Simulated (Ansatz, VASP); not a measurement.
**Cross-check of FeSi2 (Linzhiite) between VASP and Ansatz**

One calculation is typed for both programs; each brings its own data sets. How far apart do they land? The cell is taken from a series of runs on this material, whose earlier steps may have relaxed, scaled, displaced or heated it; both programs get it as it stands.

Calculated with Ansatz 0.2.0; plane waves, with VASP 6.6.1 beside it; zone-centre phonons at LDA.

### Step 1. The starting structure

The structure is tetragonal, space group P4/mmm (No. 123). The conventional cell has a = 2.659 Å, b = 2.659 Å, c = 5.067 Å, α = 90.00°, β = 90.00°, γ = 90.00°. Nearest to Si lie 1 Si at 2.32 Å and 4 Fe at 2.33 Å. Nearest to Fe lie 8 Si at 2.33 Å. Farther neighbours are not listed.

### Step 2. Ansatz: zone-centre phonons, LDA

Ansatz runs on its PAW soft_1 files.

Second derivatives magnify differences that forces hide, and they need a tight electronic threshold.

The input, input.yaml:

```yaml
crystal:
  lattice:
    - [2.6588029261, 0.0, 0.0]
    - [0.0, 2.6588029261, 0.0]
    - [0.0, 0.0, 5.0671940585]
  atoms:
    - { symbol: Si, position: [0.5, 0.5, 0.2714297004] }
    - { symbol: Si, position: [0.5, 0.5, 0.7285702996] }
    - { symbol: Fe, position: [0.0, 0.0, 0.0] }
kpoints:
  mp_grid: { grid: [16, 16, 8] }
hamiltonian:
  xc: lda
  pseudopotentials: { kind: paw, azcp: { folder: soft_1 }, xc_functional: pbe }
scf:
  occupations: { method: methfessel_paxton, width: 0.2 }
output:
  eigenvalues: true
phonons:
  method: dfpt
```

The run is started by

```bash
> ansatz run input.yaml --threads 4 --pin off --max-ram 10240MiB --backend cpu --events-out ev --progress --plain --runs-dir out
```

Numbers of over 12 decimals in the logs are rounded to 6 here.

The log of the run:

```text
zone centre: on kpoints.mp_grid the ground state, and the responses unless they are solved on pairs of k-points, stand on 405 of the mesh's 2048 k-points, reduced under 4 symmetry operations, with k and −k counted as one. Each operation leaves every solved displacement unchanged or reverses it
Engine: ansatz 0.2.0, x86_64-unknown-linux-gnu
Pseudopotentials: kind: paw
Pseudopotential: Si, paw, valence charge 4, recommended cutoff 420 eV (normal), soft_1/Si.paw.azcp
Pseudopotential: Fe, paw, valence charge 16, recommended cutoff 420 eV (normal), soft_1/Fe.paw.azcp
Functional definition: SPW92
  exchange = slater_x
  correlation = pw_c
Crystal: 3 atoms, lattice volume = 35.821 Å³
Basis set: ecut = 420 eV, 701 PW (Γ), exchange–correlation on 36×36×72 points (8 copies of the dense FFT grid, shifted against one another)
Bands: 16, of which v1, the nominal top of the filled ones, is band 12 counted from 1 (11 counted from 0)
Symmetry: 16 space group operations
k-points: 405 of 2048 (irreducible under 4 space group operations, time reversal used)
Non-local potential: Si, projectors of the file, l = 0: 2, l = 1: 2, l = 2: 1
Non-local potential: Fe, projectors of the file, l = 0: 3, l = 1: 2, l = 2: 3, l = 3: 1
PAW form: soft (Blöchl's): semilocal exchange-correlation on the pseudo side does not see the compensation charge
PAW frozen core: Si, regenerated for the run's functional, and the local potential with it (the file was generated under x = pbe(κ = 0.804, μ = 0.219515), c = pbe(β = 0.066725))
PAW frozen core: Fe, regenerated for the run's functional, and the local potential with it (the file was generated under x = pbe(κ = 0.804, μ = 0.219515), c = pbe(β = 0.066725))
PAW one-centre angular grid: Si, 110 points (default); XC on 64 Gauss nodes
PAW one-centre angular grid: Fe, 590 points (default); XC on 64 Gauss nodes
Initial density: superposition of atomic densities (chi_scale 0.1, normalization cell, long waves kept (reshape's long-wave potential 0.00 eV rms))
Initial wavefunctions: pseudopotential atomic-orbital guess
Functional: x = slater, c = lda
SCF iter   1: F=—  HF=-5640.714521 eV  |F-HF|=—  |Δ(HF+E_count)|=         —  Δρ=1.28e-1  dr2=1.29e1  ethr=3.10e-3  ⟨swp⟩=5.1  Hψ=34488  notcnv=0
preconditioner: auto → none  [metal: Δε(μ)=0.028 eV  Ē_g=8.244 eV  σ=0.200 eV  W_gap=0.12  n_scr=8 (ndim 8)  ℏωp=24.8 eV  f_vac=0.000  D(μ)=1.69/eV (n_scr^D=16)  sad-step TF]
SCF iter   2: F=—  HF=-5640.407763 eV  |F-HF|=—  |Δ(HF+E_count)|=   3.07e-1  S|Δr|=    0.00e0  Δρ=1.44e-1  dr2=1.31e1  ethr=3.10e-3  ⟨swp⟩=2.0  Hψ=11108  notcnv=0
SCF iter   3: F=—  HF=-5639.064717 eV  |F-HF|=—  |Δ(HF+E_count)|=    1.34e0  S|Δr|=    0.00e0  Δρ=5.18e-2  dr2=1.01e0  ethr=3.10e-3  ⟨swp⟩=3.1  Hψ=12334  notcnv=0
SCF iter   4: F=—  HF=-5638.944057 eV  |F-HF|=—  |Δ(HF+E_count)|=   1.21e-1  S|Δr|=    0.00e0  Δρ=1.12e-2  dr2=1.04e-1  ethr=3.10e-3  ⟨swp⟩=2.6  Hψ=12890  notcnv=0
SCF iter   5: F=—  HF=-5638.908932 eV  |F-HF|=—  |Δ(HF+E_count)|=   3.51e-2  S|Δr|=    0.00e0  Δρ=3.29e-3  dr2=2.31e-3  ethr=4.34e-4  ⟨swp⟩=2.0  Hψ=10751  notcnv=0
SCF iter   6: F=—  HF=-5638.908736 eV  |F-HF|=—  |Δ(HF+E_count)|=   1.96e-4  S|Δr|=    0.00e0  Δρ=4.62e-4  dr2=1.95e-5  ethr=9.60e-6  ⟨swp⟩=2.1  Hψ=9359  notcnv=0
SCF iter   7: F=—  HF=-5638.908730 eV  |F-HF|=—  |Δ(HF+E_count)|=   5.86e-6  S|Δr|=    0.00e0  Δρ=9.84e-5  dr2=1.65e-6  ethr=8.14e-8  ⟨swp⟩=2.0  Hψ=11299  notcnv=0
SCF iter   8: F=—  HF=-5638.908729 eV  |F-HF|=—  |Δ(HF+E_count)|=   1.05e-6  S|Δr|=    0.00e0  Δρ=1.49e-5  dr2=3.20e-8  ethr=6.89e-9  ⟨swp⟩=2.2  Hψ=9411  notcnv=0
SCF iter   9: F=—  HF=-5638.908729 eV  |F-HF|=—  |Δ(HF+E_count)|=   2.34e-9  S|Δr|=    0.00e0  Δρ=2.08e-6  dr2=5.42e-10  ethr=1.33e-10  ⟨swp⟩=2.6  Hψ=11467  notcnv=0
SCF iter  10: F=-5638.908729 eV  HF=-5638.908729 eV  |F-HF|=1.82e-12  |Δ(HF+E_count)|=  9.82e-11  S|Δr|=    0.00e0  Δρ=1.61e-7  dr2=3.93e-12  ethr=1.00e-12  ⟨swp⟩=4.8  Hψ=32791  notcnv=0
the search or the solves at the SCF's close seem to have found levels that the self-consistency loop had missed (the run counts 6). By its estimate they hold under 1e-12 electrons; where the run keeps them, the occupations were computed again with them
SCF 1 converged in 10 iterations: F = -5638.908729 eV  dr2 = 3.93e-12
  greatest PAW one-centre occupation: 1.001 electrons in one spin orbital (limit 2), on the Fe atom at site 2 (counted from 0), in its partial waves of l = 1
DFPT response loops at Γ: preconditioner auto → Kerker (q_TF=auto, 2.552 Å⁻¹) (partly filled bands, converged f_vac=0.000); β = 1.00, the filter's whole step (`scf.mixing.beta` (0.50) is not read by the response loops under this deck's `scf.mixing.preconditioner`; to damp them name `kerker` or `kerker_dos`, under which they read `scf.mixing.beta`, and type it under 1.00, their step now; both keys bind the ground state too); Broyden in place of MSR1
SCF converged after 10 iterations
Stability not checked: this state was not tested for a lower state beside it, because cold or Methfessel-Paxton smearing, or corrected tetrahedra, fill the levels in a way that the test cannot read (fill_not_monotonic; see scf.lower_state_search)
Free energy (F): -5638.908729 eV
Harris-Foulkes:  -5638.908729 eV  (|F-HF|=1.82e-12)
Internal energy: -5638.909907 eV  (E = F + TS)
E sigma→0 (E₀):  -5638.909023 eV
Entropy (-TS):   0.001179 eV (0.393 meV/atom)
Fermi energy:    14.559640 eV
Step filling:    the computed levels leave a gap of 0.0000 eV = 0.0 smearing widths at the electron count; against every level under it full and every level over it empty, smearing changes F+E_penalty+E_count by +0.735 meV and its σ→0 estimate by +0.440 meV
--- Per-component energies (eV) ---
  E_band       = -216.488456
  E_kinetic    = 429.354395
  E_local      = -3541.099498  (includes V_loc(G=0)·N_el)
  E_nonlocal   = 339.465527
  E_hartree    = 1567.194600
  E_xc         = -228.664220
  E_vxc        = -246.862039  (∫ρ·V_xc dr)
  E_paw        = -2292.255611  (= ΣΔE_a)
  E_vpaw       = -331.735265  (= ΣTr[D̂ρ^β])
  E_aug_tail   = -0.000717  (compensation charges beyond the density's cutoff)
  E_ewald      = -1913.474581
  E_core_change = 0.570198  (= ΣΔE_core)
  E_smearing   = 0.001179  (= −TS)
  E_closure    = 0.000000  (closes the sum)
  Σ components = -5638.908729   (vs F -5638.908729, Δ=0.00e0)
--- Band table (eV; the first three rows and the last of 405) ---
  k-point 0: bands = [... 8 lower, 12.8280, 12.9855, 12.9855, 13.9245, 19.2004, 19.2004, 21.2127, 21.7925]
  k-point 1: bands = [... 8 lower, 12.7936, 12.9785, 12.9785, 13.9245, 19.3029, 19.3029, 20.2027, 21.5924]
  k-point 2: bands = [... 8 lower, 12.6693, 12.9619, 12.9619, 13.9247, 18.7550, 19.5992, 19.5992, 21.2697]
  k-point 404: bands = [... 8 lower, 11.2428, 11.2428, 12.6845, 14.7249, 14.9502, 14.9502, 15.7111, 17.6118]
--- Phonons (Γ-DFPT): 4 representative perturbations + reference, on 405 of 2048 k-points (Σ response iterations 16) ---
  k mesh reduced under 4 symmetry operations, with k and −k counted as one. Each operation leaves every solved displacement unchanged or reverses it
  ASR residual: 7.715e-5 → 0.000e0 eV/Å²; symmetrization residual: 2.994e-6 eV/Å²
  ASR residual per site (eV/Å²): 3.98e-5 3.98e-5 7.72e-5
  Γ frequencies (cm⁻¹): 0.00 0.00 0.00 231.72 231.72 294.51 294.51 367.44 567.21
  non-analytic LO–TO correction: not included (Born effective charges unavailable; polar crystals: no LO–TO splitting at Γ)
```

In the SCF lines HF is the Harris–Foulkes energy and dr2 the Hartree energy of the density residual, in eV; the loop may stop once dr2 is under the threshold and the program's other checks hold. Hψ counts applications of the Hamiltonian.

(Part 1 of 2 ends here.)

[Lines on the potential files, build, host, timing and source positions are cut from VASP's logs without a mark.]

[Logs are printed without paths, hosts, clocks, repeated set-up lines and the standing remarks that a program may print on its own settings, such as how far it seeks lower states.]

[Hosts, paths, dates, database ids (printed as entryN), source tags and the programs' standing remarks are cut or masked in the printed files.]
